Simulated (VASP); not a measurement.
An input for Ansatz (written as the equivalent of a VASP run, and not itself run):

Ansatz 0.2 input:
```yaml
crystal:
  lattice:
    - [0.0000000, 2.4673130, 2.3879600]
    - [2.4968490, 0.0000000, 2.3879600]
    - [2.4968490, 2.4673130, 0.0000000]
  atoms:
    - { symbol: Y, position: [0.0000000, 0.0000000, 0.0000000] }
    - { symbol: N, position: [0.4953730, 0.5046270, 0.5046270] }
kpoints:
  mp_grid: { grid: [8, 8, 8] }
hamiltonian:
  xc: pbe
  pseudopotentials: { kind: paw }
scf:
  occupations: { method: gaussian, width: 0.05 }
  max_iter: 100
output: { forces: true, stress: true, eigenvalues: true }
```

Task: Write the VASP files for the same calculation (PBE).

Result: One answer among several that fit: 
KPOINTS:
```
Regular mesh
0
gamma
 8 8 8
0 0 0
```

### INCAR
```
! general
SYSTEM  = YN
PREC    = Accurate
ENCUT   = 520   ! plane-wave cut-off (eV)
LREAL   = F
LASPH   = T   ! aspherical one-centre terms

! electronic loop
EDIFF   = 1E-6
NELM    = 100
ALGO    = Normal   ! blocked Davidson
IMIX    = 4
AMIX    = 0.1
BMIX    = 3.0
LMAXMIX = 4   ! l cut-off of mixed one-centre charges

! smearing
ISMEAR  = 0   ! Gaussian
SIGMA   = 0.05   ! width (eV)

! functional
GGA     = PE

! ions
ISIF    = 2

! output
LWAVE   = F
LCHARG  = F
```

**POSCAR**
```
YN
1
    0.0000000000     2.4673130000     2.3879600000
    2.4968490000     0.0000000000     2.3879600000
    2.4968490000     2.4673130000     0.0000000000
Y N
1 1
Direct
  0.0000000000   0.0000000000   0.0000000000
  0.4953730000   0.5046270000   0.5046270000
```

POTCAR, in this order: Y_sv N (PBE.64 set). Program: vasp_std.

What does not carry over: each code has its own PAW files, so the cut-off isn't converted (ENCUT is set for VASP's; basis.ecutwfc is left out, and Ansatz then takes the one that its files recommend); Ansatz stops its SCF on the density residual and VASP on the energy change (EDIFF).

The compound is YN in the rock salt structure. The cell was not relaxed at this level, atoms are displaced from their ideal sites. The run is one of a series of settings (AMIX = 0.1, BMIX = 3.0, IMIX = 4 against the base run), some of them coarse on purpose.
